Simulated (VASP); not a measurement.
Input:

```xyz
3
Lattice="0.0000 2.9546 2.9546 2.9546 0.0000 2.9546 2.9546 2.9546 0.0000" Properties=species:S:1:pos:R:3 pbc="T T T"
Pb     0.0000     0.0000     0.0000
F      1.4773     1.4773     1.4773
F      4.4319     4.4319     4.4319
```

The numbers are results of SCAN meta-GGA, VASP's PBE PAW potentials (set 64) (plane waves; VASP), not measurements. Run with 520 eV cut-off, 7×7×7 Γ-centred mesh, Gaussian smearing of 0.050 eV, potentials Pb_d F.

### Question
Give the energy at these volumes per atom, relative to the lowest: 16.10, 16.61, 17.12, 17.64, 18.15 Å³.

### Answer
19.5, 5.2, 0.0, 2.6, 11.7 meV/atom. A third-order Birch-Murnaghan fit gives B0 = 78.7 GPa and B0′ = 4.6.

Measured: bulk modulus 64.0 GPa (computed value off by +22.9 %), a 5.940 Å (computed value off by -0.5 %), as given by E. Cadelano et al., The European Physical Journal B (2011), arXiv:1107.5962. The calculation is for a static lattice, while the measured bulk modulus, a hold thermal and zero-point effects, which are part of the difference.

The compound is PbF2 in the fluorite structure, the β form. It was relaxed first.
